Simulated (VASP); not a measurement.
VASP ran on this input.

**POSCAR**
```
Os
1
    1.3592300000    -2.3092790000     0.0000000000
    1.3592300000     2.3092790000     0.0000000000
    0.0000000000     0.0000000000     4.4433190000
Os
2
Direct
  0.3333330000   0.6666670000   0.2500000000
  0.6746950000   0.3413610000   0.7500000000
```

**KPOINTS**
```
Automatic mesh
0
Gamma
 14 14 8
```

INCAR:
```
SYSTEM = Os
PREC = Accurate
ENCUT = 400
EDIFF = 1E-8
NELM = 100
ALGO = Normal
LREAL = .FALSE.
LASPH = .TRUE.
ISMEAR = 1
SIGMA = 0.1
GGA = PE
LMAXMIX = 6
LWAVE = .FALSE.
LCHARG = .FALSE.
ISIF = 2
```

POTCAR, in this order: Os (PBE.64 set). Program: vasp_std.

### Question
Translate this PBE calculation to Ansatz.

### Answer
One equivalent input (not run):
Ansatz 0.2 input:
```yaml
crystal:
  lattice:
    - [1.3592300, -2.3092790, 0.0000000]
    - [1.3592300, 2.3092790, 0.0000000]
    - [0.0000000, 0.0000000, 4.4433190]
  atoms:
    - { symbol: Os, position: [0.3333330, 0.6666670, 0.2500000] }
    - { symbol: Os, position: [0.6746950, 0.3413610, 0.7500000] }
kpoints:
  mp_grid: { grid: [14, 14, 8] }
hamiltonian:
  xc: pbe
  pseudopotentials: { kind: paw }
scf:
  occupations: { method: methfessel_paxton, width: 0.1 }
  max_iter: 100
output: { forces: true, stress: true, eigenvalues: true }
```
Limits of the translation: each code has its own PAW files, so the cut-off isn't converted (ENCUT is set for VASP's; basis.ecutwfc is left out, and Ansatz then takes the one that its files recommend); Ansatz stops its SCF on the density residual and VASP on the energy change (EDIFF).

The compound is Os in the hcp structure. The cell was not relaxed at this level, atoms are displaced from their ideal sites. The run is one of a series of settings (EDIFF = 1E-8 against the base run), some of them coarse on purpose.
